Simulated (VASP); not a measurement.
# Ba4Si (Im-3m) in VASP: relaxation of cell and atoms with PBE+rVV10

Aim: the relaxation of cell and atoms of Ba4Si with PBE+rVV10.

Program: VASP 6.6.1. These are calculated values, not measurements. Logs are shortened: lines on timing, memory, paths and dates and some standing lists are left out, and cuts for length are marked.

**1. The crystal as given**

It takes space group Im-3m (No. 229, cubic). The conventional cell has a = 7.927 Å, b = 7.927 Å, c = 7.927 Å, α = 90.00°, β = 90.00°, γ = 90.00°. Ba (site symmetry -3m) is surrounded by 2 Si at 3.43 Å. Si (site symmetry m-3m) is surrounded by 8 Ba at 3.43 Å.

The cell was built by a generator and needn't be a form met in nature.

**2. Relaxation of cell and atoms, PBE+rVV10**

Input file INCAR:

```
SYSTEM = Ba4Si
PREC = Accurate ; ENCUT = 600
EDIFF = 1E-6 ; ISMEAR = -1
SIGMA = 0.05 ; LREAL = .FALSE.
LASPH = .TRUE. ; NELM = 100
ALGO = Normal ; ISIF = 3
LWAVE = .FALSE. ; LCHARG = .FALSE.
GGA = PE ; LUSE_VDW = .TRUE.
IVDW_NL = 2 ; BPARAM = 10.0
CPARAM = 0.0093 ; IBRION = 2
NSW = 60 ; EDIFFG = -0.02
```

Input file KPOINTS:

```
regular mesh
0
G
  4 4 4
  0 0 0
```

Input file POSCAR:

```
Ba4Si
1.0
   -3.9635100000      3.9635100000      3.9635100000
    3.9635100000     -3.9635100000      3.9635100000
    3.9635100000      3.9635100000     -3.9635100000
Ba Si
4 1
Direct
    0.5000000000      0.5000000000      0.5000000000
    0.5000000000      0.0000000000      0.0000000000
    0.0000000000      0.0000000000      0.5000000000
    0.0000000000      0.5000000000      0.0000000000
    0.0000000000      0.0000000000      0.0000000000
```

Potentials or basis: VASP PAW PBE potentials, release 64 (Ba_sv, Si).

On the command line:

```
> cat potpaw_PBE.64/Ba_sv/POTCAR potpaw_PBE.64/Si/POTCAR > POTCAR
> mpirun -np 1 vasp_std > vasp.out
```

OUTCAR:

```text
SYSTEM = Ba4Si
   PREC = Accurate
   ENCUT = 600
   EDIFF = 1E-6
   ISMEAR = -1
   LREAL = .FALSE.
   LASPH = .TRUE.
   NELM = 100
   ISIF = 3
   GGA = PE
   IVDW_NL = 2
   BPARAM = 10.0
   IBRION = 2
   NSW = 60
   EDIFFG = -0.02

 ion  position               nearest neighbor table
   1  0.500  0.500  0.500-   5 3.43   5 3.43   4 3.96   2 3.96   2 3.96   4 3.96   3 3.96   3 3.96

   2  0.500  0.000  0.000-   5 3.43   5 3.43   4 3.96   1 3.96   1 3.96   3 3.96   3 3.96   4 3.96

   3  0.000  0.000  0.500-   5 3.43   5 3.43   4 3.96   1 3.96   2 3.96   4 3.96   2 3.96   1 3.96

   4  0.000  0.500  0.000-   5 3.43   5 3.43   3 3.96   1 3.96   2 3.96   3 3.96   1 3.96   2 3.96

   5  0.000  0.000  0.000-   1 3.43   2 3.43   3 3.43   4 3.43   3 3.43   4 3.43   2 3.43   1 3.43

  LATTYP: Found a body centered cubic cell.
 ALAT       =     7.9270200000

  Lattice vectors:

 A1 = (  -3.9635100000,   3.9635100000,   3.9635100000)
 A2 = (   3.9635100000,  -3.9635100000,   3.9635100000)
 A3 = (   3.9635100000,   3.9635100000,  -3.9635100000)

Analysis of symmetry for initial positions (statically):
=====================================================================
 Subroutine PRICEL returns:
 Original cell was already a primitive cell.

 Routine SETGRP: Setting up the symmetry group for a
 body centered cubic supercell.

 Subroutine GETGRP returns: Found 48 space group operations
 (whereof 48 operations were pure point group operations)
 out of a pool of 48 trial point group operations.

The static configuration has the point symmetry O_h .

Analysis of symmetry for dynamics (positions and initial velocities):
=====================================================================
 Subroutine PRICEL returns:
 Original cell was already a primitive cell.

 Routine SETGRP: Setting up the symmetry group for a
 body centered cubic supercell.

 Subroutine GETGRP returns: Found 48 space group operations
 (whereof 48 operations were pure point group operations)
 out of a pool of 48 trial point group operations.

The dynamic configuration has the point symmetry O_h .

 Subroutine INISYM returns: Found 48 space group operations
 (whereof 48 operations are pure point group operations),
 and found     1 'primitive' translations

----------------------------------------------------------------------------------------

                                     Primitive cell

  volume of cell :     249.0576

  direct lattice vectors                    reciprocal lattice vectors
    -3.963510000  3.963510000  3.963510000     0.000000000  0.126150811  0.126150811
     3.963510000 -3.963510000  3.963510000     0.126150811  0.000000000  0.126150811
     3.963510000  3.963510000 -3.963510000     0.126150811  0.126150811  0.000000000

  length of vectors
     6.865000696  6.865000696  6.865000696     0.178404187  0.178404187  0.178404187

  position of ions in fractional coordinates (direct lattice)
     0.500000000  0.500000000  0.500000000
     0.500000000  0.000000000  0.000000000
     0.000000000  0.000000000  0.500000000
     0.000000000  0.500000000  0.000000000
     0.000000000  0.000000000  0.000000000

  ion indices of the primitive-cell ions
   primitive index   ion index
                 1           1
                 2           2
                 3           3
                 4           4
                 5           5

----------------------------------------------------------------------------------------

 KPOINTS: regular mesh

Automatic generation of k-mesh.
 Grid dimensions read from file:
 generate k-points for:    4    4    4

 Generating k-lattice:

  Cartesian coordinates                     Fractional coordinates (reciprocal lattice)
     0.000000000  0.031537703  0.031537703     0.250000000  0.000000000  0.000000000
     0.031537703  0.000000000  0.031537703     0.000000000  0.250000000  0.000000000
     0.031537703  0.031537703  0.000000000     0.000000000  0.000000000  0.250000000

  Length of vectors
     0.044601047  0.044601047  0.044601047

  Shift w.r.t. Gamma in fractional coordinates (k-lattice)
     0.000000000  0.000000000  0.000000000

 Subroutine IBZKPT returns following result:
 ===========================================

 Found      8 irreducible k-points:

 Following reciprocal coordinates:
            Coordinates               Weight
  0.000000  0.000000  0.000000      1.000000
  0.250000  0.000000  0.000000     12.000000
  0.500000  0.000000  0.000000      6.000000
  0.250000  0.250000  0.000000     24.000000
  0.250000  0.250000  0.250000      2.000000
 -0.250000  0.250000  0.250000      6.000000
  0.500000  0.500000  0.250000     12.000000
  0.500000  0.500000  0.500000      1.000000
   k-points           NKPTS =      8   k-points in BZ     NKDIM =      8   number of bands    NBANDS=     26
   number of dos      NEDOS =    301   number of ions     NIONS =      5
   total plane-waves  NPLWV = 175616
   dimension x,y,z NGX =    56 NGY =   56 NGZ =   56
   dimension x,y,z NGXF=   112 NGYF=  112 NGZF=  112
   ions per type =               4   1
   NGX,Y,Z   is equivalent  to a cutoff of  13.56, 13.56, 13.56 a.u.
   NGXF,Y,Z  is equivalent  to a cutoff of  27.12, 27.12, 27.12 a.u.
 SYSTEM =  Ba4Si
   PREC   = accura    normal or accurate (medium, high low for compatibility)
   ISTART =      0    job   : 0-new  1-cont  2-samecut
   ICHARG =      2    charge: 1-file 2-atom 10-const
   ISPIN  =      1    spin polarized calculation?
   LNONCOLLINEAR =      F non collinear calculations
   LSORBIT =      F    spin-orbit coupling
   LASPH  =      T    aspherical Exc in radial PAW
   ENCUT  =  600.0 eV  44.10 Ry    6.64 a.u.  13.71 13.71 13.71*2*pi/ulx,y,z
   NELM   =    100;   NELMIN=  2; NELMDL= -5     # of ELM steps
   EDIFF  = 0.1E-05   stopping-criterion for ELM
   LREAL  =      F    real-space projection
   EDIFFG = -.2E-01   stopping-criterion for IOM
   NSW    =     60    number of steps for IOM
   IBRION =      2    ionic relax: 0-MD 1-quasi-New 2-CG
   NFREE  =      1    steps in history (QN), initial steepest desc. (CG)
   ISIF   =      3    stress and relaxation
   ISYM   =      2    0-nonsym 1-usesym 2-fastsym
   POTIM  = 0.5000    time-step for ionic-motion
   TEBEG  =    0.0;   TEEND  =   0.0 temperature during run
   PSTRESS=    0.0 pullay stress
   NELECT =      44.0000    total number of electrons
   NUPDOWN=      -1.0000    fix difference up-down
   EMIN   =  10.00;   EMAX   =-10.00  energy-range for DOS
   EFERMI =   0.00;   METHOD = LEGACY
   ISMEAR =    -1;   SIGMA  =   0.05  broadening in eV -4-tet -1-fermi 0-gaus
   EFERMI_NEDOS =   21; number of points for ismear=-14 and -15
   IALGO  =     38    algorithm
   IMIX   =      4    mixing-type and parameters
     AMIX     =   0.40;   BMIX     =  1.00
     AMIX_MAG =   1.60;   BMIX_MAG =  1.00
  volume/ion in A,a.u.               =      49.81       336.14
  Fermi-wavevector in a.u.,A,eV,Ry     =   0.918599  1.735900 11.480914  0.843823
  Thomas-Fermi vector in A             =   2.043698
   LORBIT       =      0    0 simple, 1 ext, 2 COOP (PROOUT), +10 PAW based schemes
   GGA     = PE    functional components
   LHFCALC =     F    Hartree Fock is set to
   AEXX    =    0.0000 exact exchange contribution
   IVDW_NL    =     2    kernel type
   BPARAM     =10.0000
   IVDW    =     0    specifies the selected vdW correction
   LEPSILON=     F    determine dielectric tensor
   LRPA    =     F    only Hartree local field effects (RPA)
 conjugate gradient relaxation of ions
 non-spin polarized calculation
  energy-cutoff  :      600.00
  volume of cell :      249.06
 maximum number of plane-waves:      8391
 NGX is ok and might be reduce to    56

--------------------------------------- Ionic step        1  -------------------------------------------

 number of electron      43.9999996 magnetization

 Free energy of the ion-electron system (eV)
  ---------------------------------------------------
  ext. energy  EPLUGINS =         0.00000000
  ---------------------------------------------------
  free energy    TOTEN  =       -11.81437978 eV

  energy without entropy =      -11.76522460  energy(sigma->0) =      -11.78980219

------------------------ aborting loop because EDIFF is reached ----------------------------------------

  FORCE on cell =-STRESS in cart. coord.  units (eV):
  Direction    XX          YY          ZZ          XY          YZ          ZX
  --------------------------------------------------------------------------------------
  -------------------------------------------------------------------------------------
  Total       -0.4264419     -0.4264419     -0.4264419      0.0000000      0.0000000      0.0000000
  in kB       -2.7432828     -2.7432828     -2.7432828      0.0000000      0.0000000      0.0000000
  external PRESSURE =      -2.7432828 kB  Pullay stress =       0.0000000 kB

 VOLUME and BASIS-vectors are now :
 -----------------------------------------------------------------------------
  energy-cutoff  :      600.00
  volume of cell :      249.06
      direct lattice vectors                 reciprocal lattice vectors
    -3.963510000  3.963510000  3.963510000     0.000000000  0.126150811  0.126150811
     3.963510000 -3.963510000  3.963510000     0.126150811  0.000000000  0.126150811
     3.963510000  3.963510000 -3.963510000     0.126150811  0.126150811  0.000000000
[... 40 lines left out ...]
 POSITION                                       TOTAL-FORCE (eV/Angst)
 -----------------------------------------------------------------------------------
      1.97360      1.97360      1.97360         0.000000      0.000000     -0.000000
      1.97360     -1.97360      5.92080        -0.000000     -0.000000     -0.000000
      1.97360      1.97360     -1.97360         0.000000      0.000000      0.000000
      5.92080      1.97360     -1.97360        -0.000000     -0.000000      0.000000
      7.89440      0.00000      0.00000         0.000000     -0.000000     -0.000000
 -----------------------------------------------------------------------------------
    total drift:                                0.000000      0.000000      0.000000

  FREE ENERGIE OF THE ION-ELECTRON SYSTEM (eV)
  ---------------------------------------------------
  free  energy   TOTEN  =       -11.8178091223 eV

  energy  without entropy=      -11.7698323398  energy(sigma->0) =      -11.79382073

--------------------------------------- Ionic step        3  -------------------------------------------

 number of electron      44.0000000 magnetization

 Free energy of the ion-electron system (eV)
  ---------------------------------------------------
  ext. energy  EPLUGINS =         0.00000000
  ---------------------------------------------------
  free energy    TOTEN  =       -11.81814156 eV

  energy without entropy =      -11.77065322  energy(sigma->0) =      -11.79439739

 E-fermi :   2.2356     XC(G=0):  -7.9167

 val. band max:        2.1517357819   @ k =   0.2500   0.2500   0.0000
 cond. band min:       2.2361359115   @ k =   0.2500   0.2500   0.2500
 fundamental gap:      0.0844001297
 Fermi energy:         2.2355903381

 k-point     1 :       0.0000    0.0000    0.0000
  band No.  band energies     occupation
      1     -26.5689      2.00000
      2     -26.4453      2.00000
      3     -26.4453      2.00000
      4     -26.4453      2.00000
      5     -12.1057      2.00000
      6     -12.1057      2.00000
[... 18 lines left out ...]
     25       2.3346      0.24269
     26       2.9600      0.00000
[... 223 lines left out ...]
 POSITION                                       TOTAL-FORCE (eV/Angst)
 -----------------------------------------------------------------------------------
      1.97021      1.97021      1.97021        -0.000000      0.000000      0.000000
     -1.97021      1.97021      1.97021         0.000000     -0.000000      0.000000
      1.97021      1.97021     -1.97021        -0.000000      0.000000      0.000000
      1.97021     -1.97021      1.97021        -0.000000     -0.000000     -0.000000
     -0.00000      0.00000      0.00000        -0.000000      0.000000     -0.000000
 -----------------------------------------------------------------------------------
    total drift:                                0.000000      0.000000     -0.000000

  FREE ENERGIE OF THE ION-ELECTRON SYSTEM (eV)
  ---------------------------------------------------
  free  energy   TOTEN  =       -11.8181415597 eV

  energy  without entropy=      -11.7706532200  energy(sigma->0) =      -11.79439739

 reached required accuracy - stopping structural energy minimisation
```

It took 10 min on 1 thread of Intel Xeon Platinum 8488C (Sapphire Rapids), shared host; peak memory 0.99 GiB.

Results:

```yaml
Free_energy: -11.8181 eV
Relaxed_volume: 48.95 Å³/atom
Relaxed_cell: a = 6.825 Å, b = 6.825 Å, c = 6.825 Å, α = 109.47°, β = 109.47°, γ = 109.47°
Space_group_after_relaxing_to_0.05_Å: Im-3m (No. 229)
Energy_gained_by_relaxing: 0.8 meV/atom
Ionic_steps: 3
Pressure_after_relaxing: 0.0 GPa
Band_gap_on_the_k_mesh: none (metal or under the smearing width)
```

The path:
| step | energy change (eV) | largest force (eV/Å) | pressure (GPa) | volume (Å³) |
| --- | --- | --- | --- | --- |
| 1 | 0.0000 | 0.0000 | -0.27 | 249.06 |
| 2 | -0.0034 | 0.0000 | -0.08 | 246.00 |
| 3 | -0.0038 | 0.0000 | 0.00 | 244.73 |

Final structure:
```cif
data_structure
_symmetry_space_group_name_H-M 'P 1'
_symmetry_Int_Tables_number 1
_cell_length_a 6.8250
_cell_length_b 6.8250
_cell_length_c 6.8250
_cell_angle_alpha 109.471
_cell_angle_beta 109.471
_cell_angle_gamma 109.471
_cell_volume 244.73
loop_
_atom_site_label
_atom_site_type_symbol
_atom_site_fract_x
_atom_site_fract_y
_atom_site_fract_z
_atom_site_occupancy
Ba1 Ba 0.50000 0.50000 0.50000 1
Ba2 Ba 0.50000 0.00000 0.00000 1
Ba3 Ba 0.00000 0.00000 0.50000 1
Ba4 Ba 0.00000 0.50000 0.00000 1
Si1 Si 0.00000 0.00000 0.00000 1
```

Spin-orbit coupling is left out, which matters for the levels of Ba.
